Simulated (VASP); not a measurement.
**TiRuN2: relaxation of cell and atoms with PBE**

Crystal: TiRuN2.

```
Ti Ru N
1.0
     1.58646    0.91594    4.42182
    -1.58646    0.91594    4.42182
     0.00000   -1.83188    4.42182
Ti Ru N
1 1 2
Direct
  0.00000 0.00000 0.00000
  0.50000 0.50000 0.50000
  0.24954 0.24954 0.24954
  0.75046 0.75046 0.75046
```

The cell was built by a generator and needn't be a form met in nature.

```json
{
  "Program": "VASP 6.6.1",
  "Task": "relaxation of cell and atoms",
  "Functional": "PBE",
  "Potentials or basis": "VASP PAW PBE potentials, release 64 (Ti_sv, Ru_pv, N)",
  "Cutoff": "520 eV",
  "k mesh": "12 × 12 × 12",
  "Occupations": "gaussian, width 0.1 eV",
  "Spin": "no spin polarisation",
  "Further INCAR settings": "ALGO = Normal; EDIFF = 1e-07; IBRION = 2; POTIM = 0.3; EDIFFG = -0.005; NSW = 60; ISIF = 3"
}
```

The pressure after relaxing is 0.0 GPa. The band gap on the k mesh is none (metal or under the smearing width).

Final structure:
```yaml
crystal:
  lattice:
    - [1.58646, 0.91594, 4.42182]
    - [-1.58646, 0.91594, 4.42182]
    - [0.00000, -1.83188, 4.42182]
  atoms:
    - { symbol: Ti, position: [0.00000, 0.00000, 0.00000] }
    - { symbol: Ru, position: [0.50000, 0.50000, 0.50000] }
    - { symbol: N, position: [0.24954, 0.24954, 0.24954] }
    - { symbol: N, position: [0.75046, 0.75046, 0.75046] }
```

Levels at points of the mesh, in eV from the Fermi level:
| k point | band 15 | band 16 | band 17 | band 18 | band 19 | band 20 | band 21 | band 22 |
| --- | --- | --- | --- | --- | --- | --- | --- | --- |
| (0.00, 0.00, 0.00) | -2.27 | -2.27 | -1.39 | -1.02 | -0.37 | -0.37 | 1.40 | 1.40 |
| (0.50, 0.00, 0.00) | -4.86 | -1.39 | -0.72 | -0.25 | 0.19 | 1.34 | 1.44 | 2.74 |
| (0.50, 0.50, 0.00) | -3.77 | -2.54 | -0.94 | -0.49 | 0.52 | 1.46 | 1.88 | 2.20 |
| (0.50, 0.50, 0.50) | -4.81 | -2.03 | -2.03 | -0.95 | 0.12 | 0.12 | 0.32 | 3.09 |

Run time: 55 s on 4 MPI ranks on Intel(R) Xeon(R) 6975P-C (Granite Rapids) (shared host), peak memory 0.32 GiB a rank.

Caveat: the relaxation stopped at its first step, so nothing moved.
